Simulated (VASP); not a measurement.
A VASP calculation is set up with these files.

### POSCAR
```
PdIn
1
    3.2500000000     0.0000000000     0.0000000000
    0.0000000000     3.2500000000     0.0000000000
    0.0000000000     0.0000000000     3.2500000000
In Pd
1 1
Direct
  0.5000000000   0.5000000000   0.5000000000
  0.0000000000   0.0000000000   0.0000000000
```

### INCAR
```
SYSTEM = PdIn
PREC = Accurate
ENCUT = 400
EDIFF = 1E-6
NELM = 100
ALGO = Normal
LREAL = .FALSE.
LASPH = .TRUE.
ISMEAR = 0
SIGMA = 0.001
GGA = PE
LMAXMIX = 4
LWAVE = .FALSE.
LCHARG = .FALSE.
ISIF = 2
```

### KPOINTS
```
Automatic mesh
0
Gamma
3 3 3
0 0 0
```

POTCAR, in this order: In_d Pd (PBE.64 set). Program: vasp_std.

Output

**standard output**
```
 POSCAR found type information on POSCAR InPd
 POSCAR found :  2 types and       2 ions
 Reading from existing POTCAR
 Reading from existing POTCAR
 LDA part: xc-table for (Slater+PW92), standard interpolation
 POSCAR, INCAR and KPOINTS ok, starting setup
 WAVECAR not read
 entering main loop
       N       E                     dE             d eps       ncg     rms          rms(c)
DAV:   1     0.142557289599E+03    0.14256E+03   -0.96159E+03   127   0.169E+03
DAV:   2    -0.209589956067E+01   -0.14465E+03   -0.14030E+03   120   0.390E+02
DAV:   3    -0.867167813838E+01   -0.65758E+01   -0.64121E+01   162   0.881E+01
DAV:   4    -0.876295115713E+01   -0.91273E-01   -0.91263E-01   120   0.985E+00
DAV:   5    -0.876817507525E+01   -0.52239E-02   -0.52239E-02   200   0.217E+00    0.698E+00
DAV:   6    -0.857076963798E+01    0.19741E+00   -0.67980E-01   127   0.108E+01    0.313E+00
DAV:   7    -0.853309730731E+01    0.37672E-01   -0.97620E-02   164   0.563E+00    0.166E+00
DAV:   8    -0.852248777510E+01    0.10610E-01   -0.27514E-02   134   0.191E+00    0.435E-01
DAV:   9    -0.852164477426E+01    0.84300E-03   -0.21020E-03   148   0.833E-01    0.620E-02
DAV:  10    -0.852164794462E+01   -0.31704E-05   -0.73362E-05   155   0.140E-01    0.241E-02
DAV:  11    -0.852164863591E+01   -0.69129E-06   -0.60888E-06   141   0.279E-02
   1 F= -.85216486E+01 E0= -.85215295E+01  d E =-.238339E-03
```

File OUTCAR:
```
------------------------ aborting loop because EDIFF is reached ----------------------------------------
  FORCE on cell =-STRESS in cart. coord.  units (eV):
  Direction    XX          YY          ZZ          XY          YZ          ZX
  --------------------------------------------------------------------------------------
  Total        1.2073226      1.2073226      1.2073226      0.0000000     -0.0000000      0.0000000
  in kB       56.3486890     56.3486890     56.3486890      0.0000000     -0.0000000      0.0000000
  external PRESSURE =      56.3486890 kB  Pullay stress =       0.0000000 kB
  volume of cell :       34.33
      direct lattice vectors                 reciprocal lattice vectors
     3.250000000  0.000000000  0.000000000     0.307692308  0.000000000  0.000000000
     0.000000000  3.250000000  0.000000000     0.000000000  0.307692308  0.000000000
     0.000000000  0.000000000  3.250000000     0.000000000  0.000000000  0.307692308
 POSITION                                       TOTAL-FORCE (eV/Angst)
 -----------------------------------------------------------------------------------
      1.62500      1.62500      1.62500         0.000000      0.000000      0.000000
      0.00000      0.00000      0.00000         0.000000      0.000000      0.000000
 -----------------------------------------------------------------------------------
    total drift:                                0.000000      0.000000     -0.000000
  FREE ENERGIE OF THE ION-ELECTRON SYSTEM (eV)
  ---------------------------------------------------
  free  energy   TOTEN  =        -8.5216486359 eV

  energy  without entropy=       -8.5214102968  energy(sigma->0) =       -8.52152947
```
(Selected blocks of OUTCAR.)

Read input and log: which fault does this run have?
(A) EDIFFG is positive, so the stop tests the energy change and not the forces
(B) SIGMA is far too large
(C) simple mixing (IMIX = 1) with AMIX above 1 overshoots
(D) a metal was run with a tiny SIGMA on a coarse mesh

D, a metal was run with a tiny SIGMA on a coarse mesh. The run ends without an error. Against the sound run, the energy per atom (σ→0) increases by 0.090 eV/atom; the pressure falls by 0.73 GPa.

To mend it, set ISMEAR = 1, set SIGMA = 0.1, correct KPOINTS.
KPOINTS:
```
Automatic mesh
0
Gamma
9 9 9
0 0 0
```
The mended run (PBE GGA, plane waves, VASP's PBE PAW potentials (set 64)) converges, and its OSZICAR ends with
```
   1 F= -.87011223E+01 E0= -.87017787E+01  d E =0.196916E-02
```

The compound is PdIn in the CsCl type structure. The cell was not relaxed at this level. The electron count is odd and the run is not spin-polarised, which forces a metal.
